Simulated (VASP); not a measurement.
# RPA total energies of BP, part 3 of 6

How do semilocal functionals compare with the RPA for BP, and at what cost? The scan starts from a database cell scaled to its smallest volume. The cell is of the zinc-blende type. The start is a cell from a database of measured crystal structures.

VASP 6.6.1, plane waves and PAW; the level of theory is named at each step.

So far. Step 7 (Orbitals for comparison: HSE06, volume ratio 0.94): The run ends at a pressure of 12.87 GPa. Step 8 (Comparison: HSE06, volume ratio 0.94): Its energy is -7.3991 eV an atom, on a zero of its own.

### 9. Orbitals, volume ratio 0.97

This step: PBE; plane waves and PAW (P_GW, B_GW) (VASP 6.6.1).

The same chain follows at a volume ratio of 0.97.

Input file INCAR:

```
SYSTEM = BP
PREC = Accurate
ENCUT = 440
EDIFF = 1E-08
NELM = 100
ISMEAR = 0
SIGMA = 0.05
LREAL = .FALSE.
ALGO = Normal
GGA = PE
NBANDS = 10
LORBIT = 11
LWAVE = .TRUE.
LCHARG = .FALSE.
KPAR = 8
```

Input file POSCAR:

```
BP
1.0
    0.0000000000      2.2460792410      2.2460792410
    2.2460792410      0.0000000000      2.2460792410
    2.2460792410      2.2460792410      0.0000000000
P B
1 1
Direct
    0.7500000000      0.7500000000      0.7500000000
    0.0000000000      0.0000000000      0.0000000000
```

Input file KPOINTS:

```
Automatic mesh
0
Gamma
6 6 6
0 0 0
```

The projector-augmented-wave data sets are P_GW and B_GW (PBE family, release 64).

On the command line:

```bash
mpirun -np 8 vasp_std
```

The program printed:

```text
[... set-up lines as in an earlier step ...]
 entering main loop
       N       E                     dE             d eps       ncg     rms          rms(c)
DAV:   1     0.148037E+02    0.14804E+02   -0.37435E+03   320   0.702E+02
DAV:   2    -0.127785E+02   -0.27582E+02   -0.26252E+02   516   0.163E+02
DAV:   3    -0.136788E+02   -0.90031E+00   -0.89436E+00   460   0.235E+01
DAV:   4    -0.136898E+02   -0.11023E-01   -0.11021E-01   440   0.283E+00
[...]
DAV:  12    -0.128826E+02   -0.86542E-06   -0.18160E-06   380   0.119E-02    0.791E-04
DAV:  13    -0.128826E+02    0.58209E-07   -0.64800E-08   480   0.191E-03    0.264E-04
DAV:  14    -0.128826E+02    0.11106E-08   -0.45180E-09   300   0.534E-04
   1 F= -.12882644E+02 E0= -.12882644E+02  d E =-.175628E-13
 writing wavefunctions
```

It took 1.4 s on 8 MPI ranks of Intel Xeon 6975P-C (Granite Rapids), shared host; peak memory 1.1 GiB; 6.6 s of CPU time.

From OUTCAR (step 9):

```text
  Total        0.9382295      0.9382295      0.9382295      0.0000000      0.0000000      0.0000000
  in kB       66.3306793     66.3306793     66.3306793      0.0000000      0.0000000      0.0000000
  external PRESSURE =      66.3306793 kB  Pullay stress =       0.0000000 kB

 POSITION                                       TOTAL-FORCE (eV/Angst)
 -----------------------------------------------------------------------------------
      3.36912      3.36912      3.36912         0.000000      0.000000      0.000000
      0.00000      0.00000      0.00000        -0.000000     -0.000000     -0.000000
 -----------------------------------------------------------------------------------
    total drift:                               -0.000000     -0.000000     -0.000000

  FREE ENERGIE OF THE ION-ELECTRON SYSTEM (eV)
  ---------------------------------------------------
  free  energy   TOTEN  =       -12.8826435939 eV

  energy  without entropy=      -12.8826435939  energy(sigma->0) =      -12.88264359

[... 1 part as in an earlier step ...]

[... 2 further parts left out ...]
[key lines of the parts left out:]
E-fermi :   7.7368
```

The run ends at a pressure of 6.63 GPa.

### 10. Exact exchange, volume ratio 0.97

This step: Hartree-Fock energy on PBE orbitals; plane waves and PAW (P_GW, B_GW) (VASP 6.6.1).

Exact exchange at this point.

Input file INCAR:

```
SYSTEM = BP
PREC = Accurate
ENCUT = 440
ISMEAR = 0
SIGMA = 0.05
LREAL = .FALSE.
GGA = PE
NBANDS = 10
ALGO = Eigenval
NELM = 1
LHFCALC = .TRUE.
AEXX = 1
ALDAC = 0
AGGAC = 0
PRECFOCK = Normal
LWAVE = .FALSE.
LCHARG = .FALSE.
```

POSCAR is that of step 9.

KPOINTS is that of step 9.

The WAVECAR or CHGCAR of an earlier step is read.

On the command line:

```bash
mpirun -np 8 vasp_std
```

The program printed:

```text
[banner, memory and clock lines left out]
running    8 mpi-ranks, on    1 nodes
[...]
[... a notice as in an earlier step ...]

 LDA part: xc-table for (Slater+PW92), standard interpolation
 [... a notice as in an earlier step ...]

 found WAVECAR, reading the header
  number of bands has changed, file:    10 present:    16
  trying to continue reading WAVECAR, but it might fail
 POSCAR, INCAR and KPOINTS ok, starting setup
[...]
reading WAVECAR
 random initialization beyond band           10
 the WAVECAR file was read successfully
 initial charge from wavefunction
 entering main loop
       N       E                     dE             d eps       ncg     rms          rms(c)
EIG:   1    -0.208909E+02   -0.20891E+02    0.00000E+00     0   0.000E+00
   1 F= -.20890942E+02 E0= -.20890942E+02  d E =-.125414E-12
```

It took 9.8 s on 8 MPI ranks; peak memory 0.9 GiB.

OUTCAR, selected parts (step 10):

```text
 POSITION                                       TOTAL-FORCE (eV/Angst)
 -----------------------------------------------------------------------------------
      3.36912      3.36912      3.36912         0.000000     -0.000000     -0.000000
      0.00000      0.00000      0.00000        -0.000000      0.000000      0.000000
 -----------------------------------------------------------------------------------
    total drift:                               -0.000000     -0.000000     -0.000000

  FREE ENERGIE OF THE ION-ELECTRON SYSTEM (eV)
  ---------------------------------------------------
  free  energy   TOTEN  =       -20.8909418086 eV

  energy  without entropy=      -20.8909418086  energy(sigma->0) =      -20.89094181

[... 2 parts as in an earlier step ...]

[... 1 further part left out ...]
[key lines of the parts left out:]
E-fermi :   7.7265
```

The Hartree-Fock energy on these orbitals is -10.4455 eV an atom.

### 11. Empty bands, volume ratio 0.97

This step: PBE; plane waves and PAW (P_GW, B_GW) (VASP 6.6.1).

The empty bands are made again, for the run that follows.

Input file INCAR:

```
SYSTEM = BP
PREC = Accurate
ENCUT = 440
ISMEAR = 0
SIGMA = 0.05
LREAL = .FALSE.
GGA = PE
NBANDS = 528
ALGO = Exact
NELM = 1
LWAVE = .TRUE.
LCHARG = .FALSE.
LOPTICS = .TRUE.
NEDOS = 1000
CSHIFT = 0.1
```

POSCAR is that of step 10.

KPOINTS is that of step 10.

On the command line:

```bash
mpirun -np 8 vasp_std
```

The program printed:

```text
[banner, memory and clock lines left out]
running    8 mpi-ranks, on    1 nodes
[...]
[... a notice as in an earlier step ...]

 LDA part: xc-table for (Slater+PW92), standard interpolation
 found WAVECAR, reading the header
  number of bands has changed, file:    10 present:   528
  trying to continue reading WAVECAR, but it might fail
 POSCAR, INCAR and KPOINTS ok, starting setup
[...]
reading WAVECAR
 random initialization beyond band           10
 the WAVECAR file was read successfully
 initial charge from wavefunction
 entering main loop
       N       E                     dE             d eps       ncg     rms          rms(c)
DIA:   1    -0.128826E+02   -0.12883E+02    0.00000E+00     0   0.000E+00
   1 F= -.12882644E+02 E0= -.12882644E+02  d E =-.256369E-19
 writing wavefunctions
 optical routines
 imaginary and real dielectric function
 recalculating local potential from charge density
 direction            1
 direction            2
 direction            3
```

Wall time 2.4 s (8 MPI ranks); peak memory 0.97 GiB; 14 s of CPU time.

From OUTCAR (step 11):

```text
  Total        0.9383250      0.9383250      0.9383250     -0.0000000     -0.0000000     -0.0000000
  in kB       66.3374322     66.3374322     66.3374322     -0.0000000     -0.0000000     -0.0000000
  external PRESSURE =      66.3374322 kB  Pullay stress =       0.0000000 kB

 POSITION                                       TOTAL-FORCE (eV/Angst)
 -----------------------------------------------------------------------------------
      3.36912      3.36912      3.36912        -0.000000     -0.000000     -0.000000
      0.00000      0.00000      0.00000         0.000000      0.000000      0.000000
 -----------------------------------------------------------------------------------
    total drift:                               -0.000000     -0.000000     -0.000000

  FREE ENERGIE OF THE ION-ELECTRON SYSTEM (eV)
  ---------------------------------------------------
  free  energy   TOTEN  =       -12.8826435865 eV

  energy  without entropy=      -12.8826435865  energy(sigma->0) =      -12.88264359

[... 1 part as in an earlier step ...]

[... 2 further parts left out ...]
[key lines of the parts left out:]
E-fermi :   7.7979
```

WAVECAR now holds 528 bands for 8 electrons.

### 12. RPA correlation, volume ratio 0.97

This step: RPA correlation on PBE orbitals; plane waves and PAW (P_GW, B_GW) (VASP 6.6.1).

RPA correlation at this point.

Input file INCAR:

```
SYSTEM = BP
PREC = Accurate
ENCUT = 440
ISMEAR = 0
SIGMA = 0.05
LREAL = .FALSE.
GGA = PE
NBANDS = 528
ALGO = ACFDT
ENCUTGW = 200
NOMEGA = 12
PRECFOCK = Fast
LWAVE = .FALSE.
LCHARG = .FALSE.
```

POSCAR is that of step 11.

KPOINTS is that of step 11.

On the command line:

```bash
mpirun -np 8 vasp_std
```

The program printed:

```text
[banner, memory and clock lines left out]
running    8 mpi-ranks, on    1 nodes
[...]
[... a notice as in an earlier step ...]

 LDA part: xc-table for (Slater+PW92), standard interpolation
 found WAVECAR, reading the header
 POSCAR, INCAR and KPOINTS ok, starting setup
[...]
reading WAVECAR
 the WAVECAR file was read successfully
 initial charge from wavefunction
 available memory per node:     37.32 GB, setting MAXMEM to     38214

 The Fermi energy was updated, please check that it is located mid-gap
 values below the HOMO (VB) or above the LUMO (CB) will cause erroneous energies
 E-fermi :   8.1288

 the WAVEDER file was read successfully
 set NWRITE>2 for more details about minimax calculation
 number of imaginary grid points requested:      12
 number of distinct grids requested:  1
 quadrature errors minimized for energies in [ 0.127E+01, 0.444E+03 ]
 bosonic grid (T=0, re) determined with error: 0.1013E-06
 bosonic grid (re): 0.1013E-06
[...]
NQ=  10    0.3333    0.3333    0.0000,
|.........|.........|.........|.........
 performed      53080000 updates of chi_q(r,r)
 total number of BLAS operations       9079.61 Gflops
NQ=  11    0.5000    0.3333    0.0000,
|.........|.........|.........|.........
 performed      58388000 updates of chi_q(r,r)
 total number of BLAS operations       9960.31 Gflops
NQ=  12   -0.3333    0.3333    0.0000,
|.........|.........|.........|.........
 performed      63696000 updates of chi_q(r,r)
 total number of BLAS operations      10816.71 Gflops
NQ=  13    0.5000    0.5000    0.0000,
|.........|.........|.........|.........
 performed      69004000 updates of chi_q(r,r)
 total number of BLAS operations      11772.33 Gflops
NQ=  14    0.5000    0.3333    0.1667,
|.........|.........|.........|.........
 performed      74312000 updates of chi_q(r,r)
 total number of BLAS operations      12640.84 Gflops
NQ=  15   -0.3333    0.3333    0.1667,
|.........|.........|.........|.........
 performed      79620000 updates of chi_q(r,r)
 total number of BLAS operations      13497.24 Gflops
NQ=  16   -0.3333    0.5000    0.1667,
|.........|.........|.........|.........
 performed      84928000 updates of chi_q(r,r)
 total number of BLAS operations      14452.86 Gflops
 entering main loop
```

Run time: 48 s. Hardware: 8 MPI ranks; peak memory 2.3 GiB.

From OUTCAR (step 12):

```text
      cutoff energy     smooth cutoff   RPA   correlation   Hartree contr. to MP2
---------------------------------------------------------------------------------
            200.000           160.000      -12.4457805359      -20.1661816390
            190.476           152.381      -12.3963644811      -20.1133183854
            181.406           145.125      -12.3431473026      -20.0560132654
            172.768           138.214      -12.2861397868      -19.9941667073
            164.541           131.632      -12.2250228679      -19.9273498402
            156.705           125.364      -12.1592077383      -19.8548474386
            149.243           119.394      -12.0892192865      -19.7772009372
            142.136           113.709      -12.0135068901      -19.6926095495
  linear regression

[... 2 parts as in an earlier step ...]

[... 2 further parts left out ...]
[key lines of the parts left out:]
E-fermi :   8.1288
```

The correlation energy is -6.5456 eV an atom, +10 meV against the point before. With exact exchange the total is -16.9911 eV an atom.

### 13. Comparison: r2SCAN, volume ratio 0.97

This step: r2SCAN; plane waves and PAW (P_GW, B_GW) (VASP 6.6.1).

The comparison at this point.

Input file INCAR:

```
SYSTEM = BP
PREC = Accurate
ENCUT = 440
EDIFF = 1E-06
NELM = 100
ISMEAR = 0
SIGMA = 0.05
LREAL = .FALSE.
ALGO = Normal
METAGGA = R2SCAN
LASPH = .TRUE.
NBANDS = 10
LWAVE = .FALSE.
LCHARG = .FALSE.
KPAR = 8
```

POSCAR is that of step 12.

KPOINTS is that of step 12.

On the command line:

```bash
mpirun -np 8 vasp_std
```

The program printed:

```text
[banner, memory and clock lines left out]
running    8 mpi-ranks, on    1 nodes
[...]
[... a notice as in an earlier step ...]

 [... a notice as in an earlier step ...]

 LDA part: xc-table for (None), standard interpolation
 POSCAR, INCAR and KPOINTS ok, starting setup
[...]
entering main loop
       N       E                     dE             d eps       ncg     rms          rms(c)
DAV:   1     0.960320E+01    0.96032E+01   -0.38561E+03   320   0.722E+02
DAV:   2    -0.186525E+02   -0.28256E+02   -0.26906E+02   516   0.168E+02
DAV:   3    -0.195661E+02   -0.91360E+00   -0.90763E+00   460   0.240E+01
DAV:   4    -0.195771E+02   -0.11014E-01   -0.11012E-01   434   0.288E+00
[...]
DAV:   9    -0.172574E+02   -0.31084E-04   -0.57532E-04   410   0.208E-01    0.507E-02
DAV:  10    -0.172575E+02   -0.86565E-04   -0.10584E-04   436   0.106E-01    0.824E-03
DAV:  11    -0.172575E+02    0.62507E-06   -0.84289E-06   442   0.220E-02
   1 F= -.17257472E+02 E0= -.17257472E+02  d E =-.162591E-11
```

Elapsed: 3.6 s, on 8 MPI ranks; peak memory 1 GiB.

OUTCAR, selected parts (step 13):

```text
  Total        0.7090985      0.7090985      0.7090985      0.0000000     -0.0000000      0.0000000
  in kB       50.1316437     50.1316437     50.1316437      0.0000000     -0.0000000      0.0000000
  external PRESSURE =      50.1316437 kB  Pullay stress =       0.0000000 kB

 POSITION                                       TOTAL-FORCE (eV/Angst)
 -----------------------------------------------------------------------------------
      3.36912      3.36912      3.36912         0.000000      0.000000      0.000000
      0.00000      0.00000      0.00000        -0.000000     -0.000000     -0.000000
 -----------------------------------------------------------------------------------
    total drift:                                0.000001      0.000001      0.000001

  FREE ENERGIE OF THE ION-ELECTRON SYSTEM (eV)
  ---------------------------------------------------
  free  energy   TOTEN  =       -17.2574722238 eV

  energy  without entropy=      -17.2574722238  energy(sigma->0) =      -17.25747222

[... 2 parts as in an earlier step ...]

[... 1 further part left out ...]
[key lines of the parts left out:]
E-fermi :   7.6729
```

Its energy is -8.6287 eV an atom, on a zero of its own.

### 14. Orbitals for comparison: HSE06, volume ratio 0.97

This step: PBE; plane waves and PAW (P_GW, B_GW) (VASP 6.6.1).

Starting orbitals, as before.

Input file INCAR:

```
SYSTEM = BP
PREC = Accurate
ENCUT = 440
EDIFF = 1E-05
NELM = 100
ISMEAR = 0
SIGMA = 0.05
LREAL = .FALSE.
ALGO = Normal
GGA = PE
NBANDS = 10
LORBIT = 11
LWAVE = .TRUE.
LCHARG = .FALSE.
KPAR = 8
```

POSCAR is that of step 13.

KPOINTS is that of step 13.

On the command line:

```bash
mpirun -np 8 vasp_std
```

The program printed:

```text
[... set-up lines as in an earlier step ...]
 entering main loop
       N       E                     dE             d eps       ncg     rms          rms(c)
[... 10 cycles as in an earlier step ...]
DAV:  11    -0.128826E+02   -0.27263E-06   -0.19638E-05   420   0.314E-02
   1 F= -.12882643E+02 E0= -.12882643E+02  d E =-.164457E-13
 writing wavefunctions
```

Wall time 1.2 s (8 MPI ranks); peak memory 1 GiB; 5.3 s of CPU time.

OUTCAR, selected parts (step 14):

```text
  Total        0.9426370      0.9426370      0.9426370     -0.0000000      0.0000000      0.0000000
  in kB       66.6422800     66.6422800     66.6422800     -0.0000000      0.0000000      0.0000000
  external PRESSURE =      66.6422800 kB  Pullay stress =       0.0000000 kB

 POSITION                                       TOTAL-FORCE (eV/Angst)
 -----------------------------------------------------------------------------------
      3.36912      3.36912      3.36912        -0.000000      0.000000      0.000000
      0.00000      0.00000      0.00000         0.000000     -0.000000     -0.000000
 -----------------------------------------------------------------------------------
    total drift:                               -0.000000     -0.000000     -0.000000

  FREE ENERGIE OF THE ION-ELECTRON SYSTEM (eV)
  ---------------------------------------------------
  free  energy   TOTEN  =       -12.8826427590 eV

  energy  without entropy=      -12.8826427590  energy(sigma->0) =      -12.88264276

[... 2 parts as in an earlier step ...]

[... 1 further part left out ...]
[key lines of the parts left out:]
E-fermi :   7.7364
```

The run ends at a pressure of 6.66 GPa.

### 15. Comparison: HSE06, volume ratio 0.97

This step: HSE06; plane waves and PAW (P_GW, B_GW) (VASP 6.6.1).

The comparison at this point.

Input file INCAR:

```
SYSTEM = BP
PREC = Accurate
ENCUT = 440
EDIFF = 1E-06
NELM = 100
ISMEAR = 0
SIGMA = 0.05
LREAL = .FALSE.
ALGO = Normal
LHFCALC = .TRUE.
AEXX = 0.25
GGA = PE
HFSCREEN = 0.2
LASPH = .TRUE.
NBANDS = 10
PRECFOCK = Fast
LWAVE = .FALSE.
LCHARG = .FALSE.
KPAR = 8
```

POSCAR is that of step 14.

KPOINTS is that of step 14.

The WAVECAR or CHGCAR of an earlier step is read.

On the command line:

```bash
mpirun -np 8 vasp_std
```

The program printed:

```text
[... set-up lines as in an earlier step ...]
 entering main loop
       N       E                     dE             d eps       ncg     rms          rms(c)
DAV:   1    -0.148269E+02   -0.14827E+02   -0.25898E-01   440   0.451E+00    0.224E-01
DAV:   2    -0.148285E+02   -0.16321E-02   -0.54135E-03   408   0.564E-01    0.158E-01
DAV:   3    -0.148282E+02    0.30604E-03   -0.33815E-04   456   0.176E-01    0.969E-02
DAV:   4    -0.148281E+02    0.12199E-03   -0.43319E-05   474   0.658E-02    0.578E-02
DAV:   5    -0.148280E+02    0.42203E-04   -0.13436E-05   476   0.351E-02    0.341E-02
DAV:   6    -0.148280E+02    0.14139E-04   -0.44938E-06   412   0.193E-02    0.201E-02
DAV:   7    -0.148280E+02    0.45780E-05   -0.13288E-06   220   0.114E-02    0.119E-02
DAV:   8    -0.148280E+02    0.15701E-05   -0.81564E-07   222   0.874E-03    0.696E-03
DAV:   9    -0.148280E+02    0.56730E-06   -0.34219E-07   190   0.680E-03
   1 F= -.14828021E+02 E0= -.14828021E+02  d E =-.743061E-15
```

Elapsed: 11 s, on 8 MPI ranks; peak memory 1.8 GiB.

Parts of OUTCAR (step 15):

```text
 POSITION                                       TOTAL-FORCE (eV/Angst)
 -----------------------------------------------------------------------------------
      3.36912      3.36912      3.36912        -0.000000     -0.000000     -0.000000
      0.00000      0.00000      0.00000         0.000000      0.000000      0.000000
 -----------------------------------------------------------------------------------
    total drift:                               -0.000001      0.000000     -0.000000

  FREE ENERGIE OF THE ION-ELECTRON SYSTEM (eV)
  ---------------------------------------------------
  free  energy   TOTEN  =       -14.8280208402 eV

  energy  without entropy=      -14.8280208402  energy(sigma->0) =      -14.82802084

[... 2 parts as in an earlier step ...]

[... 1 further part left out ...]
[key lines of the parts left out:]
E-fermi :   7.3132
```

Its energy is -7.4140 eV an atom, on a zero of its own.

(Part 3 of 6 ends here.)

[Long decimals in the printed logs are rounded to 6 places.]

[Lines on the potential files, build, host, timing and source positions are cut from VASP's logs without a mark.]

[Logs are printed without paths, hosts, clocks, repeated set-up lines and the standing remarks that a program may print on its own settings, such as how far it seeks lower states.]

[Hosts, paths, dates, database ids (printed as entryN), source tags and the programs' standing remarks are cut or masked in the printed files.]

[Measured values are set beside computed ones only where the two were judged alike; some that the calculation misses by far are left out.]

[Pressures printed for these runs are not shown converged in the cutoff: they can be off by several GPa and have the wrong sign.]
